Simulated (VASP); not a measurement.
Input:

```yaml
crystal:
  lattice:
    - [1.78137, -3.08541, 0.00000]
    - [1.78137, 3.08541, 0.00000]
    - [0.00000, 0.00000, 5.62692]
  atoms:
    - { symbol: Gd, position: [0.33333, 0.66667, 0.25000] }
    - { symbol: Gd, position: [0.66667, 0.33333, 0.75000] }
```

Method: PBEsol GGA, VASP's PBE PAW potentials (set 64) (plane waves; VASP). Run with 530 eV cut-off, 11×11×6 Γ-centred mesh, first-order Methfessel-Paxton smearing of 0.10 eV, potentials Gd_3.

The 4f electrons are frozen in the core of the lanthanide potential, so 4f levels, which can set the real gap, and their magnetism are missing. Finite-difference elastic constants of metals are sensitive to mesh and smearing; shear constants can be off by tens of GPa.

Task: Give the elastic stiffness tensor with the ions relaxed (GPa, in the frame of the cell).

Result: 
|  | xx | yy | zz | yz | xz | xy |
|---|---|---|---|---|---|---|
| xx | 64.2 | 16.8 | 30.2 | 0.0 | 0.0 | 0.0 |
| yy | 16.8 | 64.2 | 30.2 | 0.0 | 0.0 | 0.0 |
| zz | 30.2 | 30.2 | 81.4 | 0.0 | 0.0 | 0.0 |
| yz | 0.0 | 0.0 | 0.0 | 19.9 | 0.0 | 0.0 |
| xz | 0.0 | 0.0 | 0.0 | 0.0 | 19.9 | 0.0 |
| xy | 0.0 | 0.0 | 0.0 | 0.0 | 0.0 | 23.7 |

Task: Predict the Hill bulk modulus, Hill shear modulus, Young's modulus, Poisson's ratio.

Result: 
```yaml
hill_bulk_modulus: 39.6 GPa
hill_shear_modulus: 21.4 GPa
Young's modulus: 54.4 GPa
Poisson's ratio: 0.271
```

The compound is Gd in the hcp structure. It was relaxed first, which changed the volume by -6 %.
